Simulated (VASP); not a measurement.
# Hg2C (Fm-3m) in VASP: further runs, part 2 of 2

VASP 6.6.1. Earlier steps stand in the parts before.

### Step 4. Single point, PBE

This run uses another cell than the first one, of 18.26 Å³/atom, 1.154 times its volume.

INCAR reads:

```
SYSTEM = Hg2C
PREC = Accurate
ENCUT = 520
EDIFF = 1E-6
ISMEAR = 0
SIGMA = 0.05
LREAL = .FALSE.
LASPH = .TRUE.
NELM = 100
ALGO = Fast
ISIF = 2
LWAVE = .FALSE.
LCHARG = .FALSE.
GGA = PE
NBANDS = 21
```

KPOINTS reads:

```
regular mesh
0
G
  6 6 6
  0 0 0
```

POSCAR reads:

```
Hg2C
1.0
    0.0000000000      3.0145217956      3.0145217956
    3.0145217956      0.0000000000      3.0145217956
    3.0145217956      3.0145217956      0.0000000000
C Hg
1 2
Direct
    0.0000000000      0.0000000000      0.0000000000
    0.2500000000      0.2500000000      0.2500000000
    0.7500000000      0.7500000000      0.7500000000
```

Potentials or basis: VASP PAW PBE potentials, release 64 (C, Hg).

Launch:

```
cat potpaw_PBE.64/C/POTCAR potpaw_PBE.64/Hg/POTCAR > POTCAR
mpirun -np 1 vasp_std > vasp.out
```

OUTCAR:

```text
SYSTEM = Hg2C
   PREC = Accurate
   ENCUT = 520
   EDIFF = 1E-6
   ISMEAR = 0
   LREAL = .FALSE.
   LASPH = .TRUE.
   NELM = 100
   ISIF = 2
   GGA = PE

 ion  position               nearest neighbor table
   1  0.000  0.000  0.000-   3 2.61   3 2.61   3 2.61   2 2.61   2 2.61   2 2.61   3 2.61   2 2.61

   2  0.250  0.250  0.250-   1 2.61   1 2.61   1 2.61   1 2.61   3 3.01   3 3.01   3 3.01   3 3.01
                             3 3.01   3 3.01
   3  0.750  0.750  0.750-   1 2.61   1 2.61   1 2.61   1 2.61   2 3.01   2 3.01   2 3.01   2 3.01
                             2 3.01   2 3.01

  LATTYP: Found a face centered cubic cell.
 ALAT       =     6.0290435912

  Lattice vectors:

 A1 = (   0.0000000000,   3.0145217956,   3.0145217956)
 A2 = (   3.0145217956,   0.0000000000,   3.0145217956)
 A3 = (   3.0145217956,   3.0145217956,   0.0000000000)

Analysis of symmetry for initial positions (statically):
=====================================================================
 Subroutine PRICEL returns:
 Original cell was already a primitive cell.

 Routine SETGRP: Setting up the symmetry group for a
 face centered cubic supercell.

 Subroutine GETGRP returns: Found 48 space group operations
 (whereof 48 operations were pure point group operations)
 out of a pool of 48 trial point group operations.

The static configuration has the point symmetry O_h .

Analysis of symmetry for dynamics (positions and initial velocities):
=====================================================================
 Subroutine PRICEL returns:
 Original cell was already a primitive cell.

 Routine SETGRP: Setting up the symmetry group for a
 face centered cubic supercell.

 Subroutine GETGRP returns: Found 48 space group operations
 (whereof 48 operations were pure point group operations)
 out of a pool of 48 trial point group operations.

The dynamic configuration has the point symmetry O_h .

 Subroutine INISYM returns: Found 48 space group operations
[... 107 lines left out ...]
   IALGO  =     68    algorithm
   IMIX   =      4    mixing-type and parameters
     AMIX     =   0.40;   BMIX     =  1.00
     AMIX_MAG =   1.60;   BMIX_MAG =  1.00
  volume/ion in A,a.u.               =      18.26       123.24
  Fermi-wavevector in a.u.,A,eV,Ry     =   1.308878  2.473420 23.308970  1.713161
  Thomas-Fermi vector in A             =   2.439515
   LORBIT       =      0    0 simple, 1 ext, 2 COOP (PROOUT), +10 PAW based schemes
   GGA     = PE    functional components
   LHFCALC =     F    Hartree Fock is set to
   AEXX    =    0.0000 exact exchange contribution
   IVDW    =     0    specifies the selected vdW correction
   LEPSILON=     F    determine dielectric tensor
   LRPA    =     F    only Hartree local field effects (RPA)
 non-spin polarized calculation
 RMM-DIIS sequential band-by-band and
 Gauss-broadening in eV      SIGMA  =   0.05
  energy-cutoff  :      520.00
  volume of cell :       54.79
 maximum number of plane-waves:      1492
   NGX = 15   NGY = 15   NGZ = 15

 number of electron      28.0000002 magnetization

 Free energy of the ion-electron system (eV)
  ---------------------------------------------------
  ext. energy  EPLUGINS =         0.00000000
  ---------------------------------------------------
  free energy    TOTEN  =        -4.69102246 eV

  energy without entropy =       -4.68931947  energy(sigma->0) =       -4.69017096

 E-fermi :   3.4186     XC(G=0): -11.0065

 val. band max:        3.3976545998   @ k =  -0.1667   0.1667   0.0000
 cond. band min:       3.4239724177   @ k =   0.5000   0.5000   0.0000
 fundamental gap:      0.0263178179
 Fermi energy:         3.4186124734

 k-point     1 :       0.0000    0.0000    0.0000
  band No.  band energies     occupation
      1      -8.5800      2.00000
      2      -4.9103      2.00000
      3      -4.9103      2.00000
      4      -4.8432      2.00000
      5      -4.8432      2.00000
      6      -4.8432      2.00000
[... 373 lines left out ...]
     20      13.5258      0.00000
     21      15.6225      0.00000

------------------------ aborting loop because EDIFF is reached ----------------------------------------

  FORCE on cell =-STRESS in cart. coord.  units (eV):
  Direction    XX          YY          ZZ          XY          YZ          ZX
  --------------------------------------------------------------------------------------
  -------------------------------------------------------------------------------------
  Total        0.7015415      0.7015415      0.7015415      0.0000000     -0.0000000      0.0000000
  in kB       20.5153382     20.5153382     20.5153382      0.0000000     -0.0000000      0.0000000
  external PRESSURE =      20.5153382 kB  Pullay stress =       0.0000000 kB

 VOLUME and BASIS-vectors are now :
 -----------------------------------------------------------------------------
  energy-cutoff  :      520.00
  volume of cell :       54.79
      direct lattice vectors                 reciprocal lattice vectors
     0.000000000  3.014521796  3.014521796    -0.165863787  0.165863787  0.165863787
     3.014521796  0.000000000  3.014521796     0.165863787 -0.165863787  0.165863787
     3.014521796  3.014521796  0.000000000     0.165863787  0.165863787 -0.165863787

 POSITION                                       TOTAL-FORCE (eV/Angst)
 -----------------------------------------------------------------------------------
      0.00000      0.00000      0.00000        -0.000000      0.000000      0.000000
      1.50726      1.50726      1.50726         0.000000     -0.000000      0.000000
      4.52178      4.52178      4.52178        -0.000000      0.000000     -0.000000
 -----------------------------------------------------------------------------------
    total drift:                               -0.000000     -0.000000      0.000000

  FREE ENERGIE OF THE ION-ELECTRON SYSTEM (eV)
  ---------------------------------------------------
  free  energy   TOTEN  =        -4.6910224581 eV

  energy  without entropy=       -4.6893194689  energy(sigma->0) =       -4.69017096
```

OSZICAR:

```text
N       E                     dE             d eps       ncg     rms          rms(c)
DAV:   1     0.203682777724E+03    0.20368E+03   -0.14415E+04   672   0.131E+03
DAV:   2     0.141180401129E+01   -0.20227E+03   -0.19305E+03   707   0.325E+02
DAV:   3    -0.590653525143E+01   -0.73183E+01   -0.72234E+01   799   0.623E+01
DAV:   4    -0.595545235008E+01   -0.48917E-01   -0.48836E-01   722   0.471E+00
DAV:   5    -0.595566237571E+01   -0.21003E-03   -0.21002E-03   777   0.301E-01    0.107E+01
RMM:   6    -0.479201581740E+01    0.11636E+01   -0.23603E+00   675   0.851E+00    0.937E+00
RMM:   7    -0.470324206262E+01    0.88774E-01   -0.11487E-01   688   0.267E+00    0.502E+00
RMM:   8    -0.469117063645E+01    0.12071E-01   -0.24389E-02   705   0.111E+00    0.669E-01
RMM:   9    -0.469102353643E+01    0.14710E-03   -0.21281E-03   740   0.461E-01    0.103E-01
RMM:  10    -0.469099294801E+01    0.30588E-04   -0.16579E-04   738   0.117E-01    0.603E-02
RMM:  11    -0.469102937146E+01   -0.36423E-04   -0.79839E-05   712   0.834E-02    0.370E-02
RMM:  12    -0.469102273784E+01    0.66336E-05   -0.16003E-05   737   0.357E-02    0.806E-03
RMM:  13    -0.469102245808E+01    0.27976E-06   -0.10157E-06   487   0.759E-03
   1 F= -.46910225E+01 E0= -.46901710E+01  d E =-.170299E-02
```

Run time: 18 s. Hardware: 1 thread of Intel Xeon Platinum 8259CL at 2.50GHz (Skylake/Cascade Lake), shared host; peak memory 0.18 GiB.

Results:

```yaml
Free_energy: -4.6910 eV
Pressure: 2.1 GPa
Band_gap_on_the_k_mesh: none (metal or under the smearing width)
```

Levels at points of the mesh, in eV from the Fermi level:
| k point | band 10 | band 11 | band 12 | band 13 | band 14 | band 15 | band 16 | band 17 | band 18 | band 19 |
| --- | --- | --- | --- | --- | --- | --- | --- | --- | --- | --- |
| (0.00, 0.00, 0.00) | -5.62 | -5.62 | -3.04 | 0.38 | 0.38 | 0.38 | 3.85 | 3.85 | 3.85 | 4.07 |
| (0.50, 0.00, 0.00) | -6.95 | -6.27 | -6.23 | -1.83 | -0.31 | -0.31 | 3.64 | 5.55 | 5.55 | 6.26 |
| (0.50, 0.50, 0.00) | -6.21 | -5.66 | -4.14 | -2.49 | -2.49 | 0.01 | 1.36 | 3.77 | 6.64 | 6.64 |

The run has no spin-orbit coupling, so splittings on Hg are missing.

### Step 5. Overview

| cell | gap on the mesh (eV) | pressure (GPa) |
| --- | --- | --- |
| Fm-3m, 15.83 Å³/atom | none | 19.9 |
| Fm-3m, 18.55 Å³/atom | none | 0.9 |
| Fm-3m, 18.26 Å³/atom | none | 2.1 |

Alike in all rows: task single point; level PBE; potentials or basis VASP PAW PBE potentials, release 64 (C, Hg); no spin polarisation; k mesh 6 × 6 × 6; cutoff (eV) 520; smearing gaussian 0.05 eV.

Every run on the cell as given and a fine mesh finds a metal.

Caveats: so large a pressure means that the cell lies far from this level's equilibrium, or that cutoff or potentials fall short (some runs).

Total energies depend on the potentials used, so only differences within one code and one set of settings carry meaning.
